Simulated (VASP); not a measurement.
# AgPbF2 (P-3m1) in VASP: further runs, part 2 of 2

VASP 6.6.1.

### Step 3. Relaxation of cell and atoms, PBE

This run uses another cell than the first one, of 10.21 Å³/atom, 0.571 times its volume.

Contents of INCAR:

```
ALGO = Normal
EDIFF = 1E-6
EDIFFG = -0.04
ENCUT = 600
GGA = PE
IBRION = 2
ISIF = 3
ISMEAR = 0
LASPH = True
LCHARG = False
LREAL = False
LWAVE = False
NELM = 100
NSW = 90
PREC = Accurate
SIGMA = 0.1
```

Contents of KPOINTS:

```
k-points
0
Gamma
  6 6 4
```

Contents of POSCAR:

```
AgPbF2
1.0
    3.0615309600      0.0000000000      0.0000000000
   -1.5307654800      2.6513635900      0.0000000000
    0.0000000000      0.0000000000      5.0295052600
Ag Pb F
1 1 2
Direct
    0.0000000000      0.0000000000      0.0000000000
    0.0000000000      0.0000000000      0.5000000000
    0.3333333300      0.6666666700      0.7831989800
    0.6666666700      0.3333333300      0.2168010200
```

Potentials or basis: VASP PAW PBE potentials, release 64 (Ag, Pb_d, F).

Run with:

```sh
cat potpaw_PBE.64/Ag/POTCAR potpaw_PBE.64/Pb_d/POTCAR potpaw_PBE.64/F/POTCAR > POTCAR
mpirun -np 1 vasp_std > vasp.out
```

OUTCAR:

```text
EDIFF = 1E-6
   EDIFFG = -0.04
   ENCUT = 600
   GGA = PE
   IBRION = 2
   ISIF = 3
   ISMEAR = 0
   LASPH = True
   LREAL = False
   NELM = 100
   NSW = 90
   PREC = Accurate

 ion  position               nearest neighbor table
   1  0.000  0.000  0.000-   3 2.08   4 2.08   4 2.08   3 2.08   4 2.08   3 2.08   2 2.51   2 2.51

   2  0.000  0.000  0.500-   3 2.27   4 2.27   4 2.27   3 2.27   4 2.27   3 2.27   1 2.51   1 2.51

   3  0.333  0.667  0.783-   1 2.08   1 2.08   1 2.08   2 2.27   2 2.27   2 2.27
   4  0.667  0.333  0.217-   1 2.08   1 2.08   1 2.08   2 2.27   2 2.27   2 2.27

  LATTYP: Found a hexagonal cell.
 ALAT       =     3.0615309600
 C/A-ratio  =     1.6428072509

  Lattice vectors:

 A1 = (   3.0615309600,   0.0000000000,   0.0000000000)
 A2 = (  -1.5307654800,   2.6513635900,   0.0000000000)
 A3 = (   0.0000000000,   0.0000000000,   5.0295052600)

Analysis of symmetry for initial positions (statically):
=====================================================================
 Subroutine PRICEL returns:
 Original cell was already a primitive cell.

 Routine SETGRP: Setting up the symmetry group for a
 hexagonal supercell.

 Subroutine GETGRP returns: Found 12 space group operations
 (whereof 12 operations were pure point group operations)
 out of a pool of 24 trial point group operations.

The static configuration has the point symmetry D_3d.
[... 153 lines left out ...]
   NGX = 13   NGY = 13   NGZ = 21

--------------------------------------- Ionic step        1  -------------------------------------------

 number of electron      38.9999989 magnetization

 Free energy of the ion-electron system (eV)
  ---------------------------------------------------
  ext. energy  EPLUGINS =         0.00000000
  ---------------------------------------------------
  free energy    TOTEN  =        -5.83164456 eV

  energy without entropy =       -5.81891759  energy(sigma->0) =       -5.82528108

 E-fermi :  13.8866     XC(G=0): -13.4183

 val. band max:       13.8785999357   @ k =   0.0000   0.1667   0.2500
 cond. band min:      13.8983902454   @ k =   0.3333   0.1667   0.0000
 fundamental gap:      0.0197903098
 Fermi energy:        13.8866132052
[... 1360 lines left out ...]
  FREE ENERGIE OF THE ION-ELECTRON SYSTEM (eV)
  ---------------------------------------------------
  free  energy   TOTEN  =       -14.1752454449 eV

  energy  without entropy=      -14.1631076786  energy(sigma->0) =      -14.16917656

[... ionic steps 4 to 8 ...]

--------------------------------------- Ionic step        9  -------------------------------------------

 number of electron      39.0000015 magnetization

------------------------ aborting loop because EDIFF is reached ----------------------------------------
[... 71 lines left out ...]
--------------------------------------- Ionic step       11  -------------------------------------------

 number of electron      39.0000013 magnetization

 Free energy of the ion-electron system (eV)
  ---------------------------------------------------
  ext. energy  EPLUGINS =         0.00000000
  ---------------------------------------------------
  free energy    TOTEN  =       -14.26842330 eV

  energy without entropy =      -14.26534124  energy(sigma->0) =      -14.26688227

 E-fermi :   5.5172     XC(G=0): -10.3528

 val. band max:        5.2944238297   @ k =  -0.1667   0.5000   0.2500
 cond. band min:       5.5260441031   @ k =   0.1667   0.0000   0.2500
 fundamental gap:      0.2316202734
 Fermi energy:         5.5171522910
[... 653 lines left out ...]
  FREE ENERGIE OF THE ION-ELECTRON SYSTEM (eV)
  ---------------------------------------------------
  free  energy   TOTEN  =       -14.2684233032 eV

  energy  without entropy=      -14.2653412383  energy(sigma->0) =      -14.26688227

 reached required accuracy - stopping structural energy minimisation
```

OSZICAR:

```text
N       E                     dE             d eps       ncg     rms          rms(c)
DAV:   1     0.475647067274E+03    0.47565E+03   -0.22972E+04  1144   0.240E+03
DAV:   2     0.276672985166E+02   -0.44798E+03   -0.43875E+03  1216   0.581E+02
DAV:   3    -0.655741712860E+01   -0.34225E+02   -0.33914E+02  1293   0.167E+02
DAV:   4    -0.748319738930E+01   -0.92578E+00   -0.90188E+00  1231   0.270E+01
[... 112 lines left out ...]
DAV:   4    -0.142684407625E+02    0.98198E-04   -0.41876E-04  1491   0.228E-01    0.530E-02
DAV:   5    -0.142684284926E+02    0.12270E-04   -0.53758E-05  1232   0.687E-02    0.139E-02
DAV:   6    -0.142684246661E+02    0.38265E-05   -0.24268E-05  1405   0.522E-02    0.649E-03
DAV:   7    -0.142684233465E+02    0.13196E-05   -0.33557E-06   790   0.226E-02    0.676E-04
DAV:   8    -0.142684233032E+02    0.43341E-07   -0.46545E-07   552   0.624E-03
  11 F= -.14268423E+02 E0= -.14266882E+02  d E =-.313459E-03
```

Run time: 2.3 min. Hardware: 1 thread of Intel Xeon Platinum 8375C at 2.90GHz (Ice Lake), shared host; peak memory 0.18 GiB.

Results:

* Free energy: -14.2684 eV
* Relaxed volume: 17.17 Å³/atom
* Relaxed cell: a = 3.499 Å, b = 3.499 Å, c = 6.479 Å, α = 90.00°, β = 90.00°, γ = 120.00°
* Space group after relaxing (to 0.05 Å): P-3m1 (No. 164)
* Energy gained by relaxing: 2109.2 meV/atom
* Ionic steps: 11
* Pressure after relaxing: 0.0 GPa
* Largest force after relaxing: 0.008 eV/Å
* Band gap on the k mesh: none (metal or under the smearing width)

Forces on the atoms (eV/Å):
```
Ag   0.000  0.000  0.000
Pb   0.000  0.000  0.000
F    0.000  0.000 -0.008
F    0.000  0.000  0.008
```

The path:
```csv
step,energy change (eV),largest force (eV/Å),pressure (GPa),volume (Å³)
1,0.0000,0.7443,147.44,40.83
2,-0.9712,0.1874,-35.39,124.93
3,-8.3436,0.0780,-4.64,73.44
4,-8.3854,0.0628,-2.24,71.45
5,-8.3960,0.0499,-0.20,69.91
6,-8.4097,0.0153,-0.21,69.73
7,-8.4350,0.0121,-0.30,69.13
8,-8.4362,0.0213,-0.38,68.88
9,-8.4365,0.0101,-0.34,68.96
10,-8.4363,0.0051,0.46,68.38
11,-8.4368,0.0080,0.01,68.69
```

Final structure:
```yaml
crystal:
  lattice:
    - [3.49870, 0.00000, 0.00000]
    - [-1.74935, 3.02996, 0.00000]
    - [0.00000, 0.00000, 6.47945]
  atoms:
    - { symbol: Ag, position: [0.00000, 0.00000, 0.00000] }
    - { symbol: Pb, position: [0.00000, 0.00000, 0.50000] }
    - { symbol: F, position: [0.33333, 0.66667, 0.78598] }
    - { symbol: F, position: [0.66667, 0.33333, 0.21402] }
```

Levels at points of the mesh, in eV from the Fermi level:
```tsv
k point	band 16	band 17	band 18	band 19	band 20	band 21	band 22	band 23
(0.00, 0.00, 0.00)	-2.97	-2.97	-1.95	-1.95	0.27	1.38	6.67	6.67
(0.50, 0.00, 0.00)	-2.61	-2.57	-1.96	-1.86	-1.08	2.66	4.28	4.28
(0.00, 0.00, 0.50)	-2.98	-2.98	-1.96	-1.96	-1.28	4.79	5.47	6.77
(0.50, 0.00, 0.50)	-2.71	-2.57	-2.49	-1.90	-0.72	2.85	4.31	4.93
```

Caveat: the k mesh is coarse (spacing up to 0.39 Å⁻¹), so the values aren't converged; the volume moved by over 15 % at a fixed basis, so the end points are rough; an odd number of electrons without spin polarisation forces a metal; a magnetic or distorted state may lie lower.

### Step 4. Single point, PBE

This run uses another cell than the first one, of 10.21 Å³/atom, 0.571 times its volume.

Contents of INCAR:

```
SYSTEM = AgPbF2
PREC = Accurate ; ENCUT = 520
EDIFF = 1E-7 ; ISMEAR = 0
SIGMA = 0.1 ; LREAL = .False.
LASPH = .True. ; NELM = 100
ALGO = Normal ; ISIF = 2
LWAVE = .False. ; LCHARG = .False.
GGA = PE ; NBANDS = 28
```

Contents of KPOINTS:

```
regular mesh
0
Gamma
  6 6 4
  0 0 0
```

POSCAR is that of step 3.

Potentials or basis: VASP PAW PBE potentials, release 64 (Ag, Pb_d, F).

Run with:

```sh
cat potpaw_PBE.64/Ag/POTCAR potpaw_PBE.64/Pb_d/POTCAR potpaw_PBE.64/F/POTCAR > POTCAR
mpirun -np 1 vasp_std > vasp.out
```

OUTCAR:

```text
SYSTEM = AgPbF2
   PREC = Accurate
   ENCUT = 520
   EDIFF = 1E-7
   ISMEAR = 0
   LREAL = .False.
   LASPH = .True.
   NELM = 100
   ISIF = 2
   GGA = PE

 ion  position               nearest neighbor table
   1  0.000  0.000  0.000-   3 2.08   4 2.08   4 2.08   3 2.08   4 2.08   3 2.08   2 2.51   2 2.51

   2  0.000  0.000  0.500-   3 2.27   4 2.27   4 2.27   3 2.27   4 2.27   3 2.27   1 2.51   1 2.51

   3  0.333  0.667  0.783-   1 2.08   1 2.08   1 2.08   2 2.27   2 2.27   2 2.27
   4  0.667  0.333  0.217-   1 2.08   1 2.08   1 2.08   2 2.27   2 2.27   2 2.27

  LATTYP: Found a hexagonal cell.
 ALAT       =     3.0615309600
 C/A-ratio  =     1.6428072509

  Lattice vectors:

 A1 = (   3.0615309600,   0.0000000000,   0.0000000000)
 A2 = (  -1.5307654800,   2.6513635900,   0.0000000000)
 A3 = (   0.0000000000,   0.0000000000,   5.0295052600)

Analysis of symmetry for initial positions (statically):
=====================================================================
 Subroutine PRICEL returns:
 Original cell was already a primitive cell.

 Routine SETGRP: Setting up the symmetry group for a
 hexagonal supercell.

 Subroutine GETGRP returns: Found 12 space group operations
 (whereof 12 operations were pure point group operations)
 out of a pool of 24 trial point group operations.

The static configuration has the point symmetry D_3d.

Analysis of symmetry for dynamics (positions and initial velocities):
=====================================================================
 Subroutine PRICEL returns:
 Original cell was already a primitive cell.

 Routine SETGRP: Setting up the symmetry group for a
 hexagonal supercell.

 Subroutine GETGRP returns: Found 12 space group operations
 (whereof 12 operations were pure point group operations)
 out of a pool of 24 trial point group operations.

[... 119 lines left out ...]
   EFERMI_NEDOS =   21; number of points for ismear=-14 and -15
   IALGO  =     38    algorithm
   IMIX   =      4    mixing-type and parameters
     AMIX     =   0.40;   BMIX     =  1.00
     AMIX_MAG =   1.60;   BMIX_MAG =  1.00
  volume/ion in A,a.u.               =      10.21        68.88
  Fermi-wavevector in a.u.,A,eV,Ry     =   1.612323  3.046848 35.369493  2.599584
  Thomas-Fermi vector in A             =   2.707571
   LORBIT       =      0    0 simple, 1 ext, 2 COOP (PROOUT), +10 PAW based schemes
   GGA     = PE    functional components
   LHFCALC =     F    Hartree Fock is set to
   AEXX    =    0.0000 exact exchange contribution
   IVDW    =     0    specifies the selected vdW correction
   LEPSILON=     F    determine dielectric tensor
   LRPA    =     F    only Hartree local field effects (RPA)
 non-spin polarized calculation
 Gauss-broadening in eV      SIGMA  =   0.10
  energy-cutoff  :      520.00
  volume of cell :       40.83
 maximum number of plane-waves:      1112
 NGX is ok and might be reduce to    24
   NGX = 11   NGY = 11   NGZ = 19

 number of electron      38.9999989 magnetization

 Free energy of the ion-electron system (eV)
  ---------------------------------------------------
  ext. energy  EPLUGINS =         0.00000000
  ---------------------------------------------------
  free energy    TOTEN  =        -5.82394119 eV

  energy without entropy =       -5.81120406  energy(sigma->0) =       -5.81757262

 E-fermi :  13.8882     XC(G=0): -13.4183

 val. band max:       13.8803007319   @ k =   0.0000   0.1667   0.2500
 cond. band min:      13.9001629114   @ k =   0.3333   0.1667   0.0000
 fundamental gap:      0.0198621795
 Fermi energy:        13.8882167099

 k-point     1 :       0.0000    0.0000    0.0000
  band No.  band energies     occupation
      1     -14.5003      2.00000
      2     -13.7132      2.00000
      3      -5.2998      2.00000
      4      -4.8335      2.00000
      5      -4.8335      2.00000
      6      -4.4558      2.00000
[... 733 lines left out ...]
     27      28.8113      0.00000
     28      28.8113      0.00000

------------------------ aborting loop because EDIFF is reached ----------------------------------------

  FORCE on cell =-STRESS in cart. coord.  units (eV):
  Direction    XX          YY          ZZ          XY          YZ          ZX
  --------------------------------------------------------------------------------------
  -------------------------------------------------------------------------------------
  Total       33.9418021     33.9418022     44.8828184      0.0000000      0.0000000      0.0000000
  in kB     1332.0246704   1332.0246746   1761.3979729      0.0000000      0.0000000      0.0000000
  external PRESSURE =    1475.1491060 kB  Pullay stress =       0.0000000 kB

 VOLUME and BASIS-vectors are now :
 -----------------------------------------------------------------------------
  energy-cutoff  :      520.00
  volume of cell :       40.83
      direct lattice vectors                 reciprocal lattice vectors
     3.061530960  0.000000000  0.000000000     0.326633966  0.188582208  0.000000000
    -1.530765480  2.651363590  0.000000000     0.000000000  0.377164416  0.000000000
     0.000000000  0.000000000  5.029505260     0.000000000  0.000000000  0.198826713

 POSITION                                       TOTAL-FORCE (eV/Angst)
 -----------------------------------------------------------------------------------
      0.00000      0.00000      0.00000         0.000000      0.000000     -0.000000
      0.00000      0.00000      2.51475         0.000000      0.000000     -0.000000
     -0.00000      1.76758      3.93910        -0.000000      0.000000      0.745380
      1.53077      0.88379      1.09040         0.000000      0.000000     -0.745380
 -----------------------------------------------------------------------------------
    total drift:                                0.000000      0.000000      0.000000

  FREE ENERGIE OF THE ION-ELECTRON SYSTEM (eV)
  ---------------------------------------------------
  free  energy   TOTEN  =        -5.8239411906 eV

  energy  without entropy=       -5.8112040570  energy(sigma->0) =       -5.81757262
```

OSZICAR:

```text
N       E                     dE             d eps       ncg     rms          rms(c)
DAV:   1     0.444480674837E+03    0.44448E+03   -0.20487E+04  1392   0.178E+03
DAV:   2     0.311411165525E+02   -0.41334E+03   -0.39408E+03  1388   0.480E+02
DAV:   3    -0.647326420531E+01   -0.37614E+02   -0.36873E+02  1540   0.151E+02
DAV:   4    -0.748045679640E+01   -0.10072E+01   -0.10023E+01  1512   0.242E+01
DAV:   5    -0.750520078587E+01   -0.24744E-01   -0.24740E-01  1692   0.396E+00    0.213E+01
DAV:   6    -0.583296658239E+01    0.16722E+01   -0.43557E+00  1840   0.267E+01    0.149E+01
DAV:   7    -0.583565898486E+01   -0.26924E-02   -0.75016E-01  1488   0.704E+00    0.784E+00
DAV:   8    -0.582815944325E+01    0.74995E-02   -0.59761E-02  1860   0.265E+00    0.502E-01
DAV:   9    -0.582392931387E+01    0.42301E-02   -0.14779E-02  1988   0.163E+00    0.134E-01
DAV:  10    -0.582397857328E+01   -0.49259E-04   -0.18613E-03  1556   0.332E-01    0.135E-01
DAV:  11    -0.582394222555E+01    0.36348E-04   -0.31901E-04  1808   0.178E-01    0.321E-02
DAV:  12    -0.582394464703E+01   -0.24215E-05   -0.38594E-05  1796   0.660E-02    0.218E-02
DAV:  13    -0.582394119916E+01    0.34479E-05   -0.95539E-06  1952   0.436E-02    0.136E-03
DAV:  14    -0.582394120807E+01   -0.89071E-08   -0.13867E-06  1488   0.937E-03    0.180E-03
DAV:  15    -0.582394119065E+01    0.17420E-07   -0.48046E-08   796   0.278E-03
   1 F= -.58239412E+01 E0= -.58175726E+01  d E =-.127371E-01
```

Wall time 26 s (1 thread of Intel Xeon Platinum 8375C at 2.90GHz (Ice Lake), shared host); peak memory 0.18 GiB.

Results:

- Free energy: -5.8239 eV
- Pressure: 147.5 GPa
- Largest force: 0.745 eV/Å
- Band gap on the k mesh: none (metal or under the smearing width)

Forces in eV/Å, atoms in the order of the input:
```
Ag   0.000  0.000  0.000
Pb   0.000  0.000  0.000
F    0.000  0.000  0.745
F    0.000  0.000 -0.745
```

Levels at points of the mesh, in eV from the Fermi level:
| k point | band 16 | band 17 | band 18 | band 19 | band 20 | band 21 | band 22 | band 23 |
| --- | --- | --- | --- | --- | --- | --- | --- | --- |
| (0.00, 0.00, 0.00) | -5.53 | -4.95 | -2.86 | -2.86 | -0.83 | 3.29 | 8.13 | 8.13 |
| (0.50, 0.00, 0.00) | -4.61 | -3.56 | -2.80 | -2.16 | -1.63 | 3.07 | 5.75 | 6.08 |
| (0.00, 0.00, 0.50) | -5.67 | -5.40 | -2.96 | -2.96 | -1.82 | 6.33 | 7.78 | 9.40 |
| (0.50, 0.00, 0.50) | -4.62 | -4.61 | -3.95 | -2.99 | -0.97 | 4.13 | 4.75 | 5.97 |

Caveat: the k mesh is coarse (spacing up to 0.39 Å⁻¹), so the values aren't converged; a pressure of tens of GPa on the cell as given is suspect, and the run, the potentials or the cell itself is likely at fault; an odd number of electrons without spin polarisation forces a metal; a magnetic or distorted state may lie lower.

### Step 5. Overview

```tsv
task	cell	cutoff (eV)	mesh quality	gap on the mesh (eV)	pressure (GPa)	largest force (eV/Å)
single point	P-3m1, 17.86 Å³/atom	520	not flagged	none	-0.3	0.03
relaxation of cell and atoms	relaxed	600	coarse	none	0.0	0.01
single point	P-3m1, 10.21 Å³/atom	520	coarse	none	147.5	0.75
```

Alike in all rows: level PBE; potentials or basis VASP PAW PBE potentials, release 64 (Ag, Pb_d, F); no spin polarisation; k mesh 6 × 6 × 4; smearing gaussian 0.1 eV.

Caveats: some runs use coarse meshes; an odd number of electrons without spin polarisation forces a metal; a magnetic or distorted state may lie lower; the volume moved by over 15 % at a fixed basis, so the end points are rough (some runs); a pressure of tens of GPa on the cell as given is suspect, and the run, the potentials or the cell itself is likely at fault (some runs).

Total energies depend on the potentials used, so only differences within one code and one set of settings carry meaning.
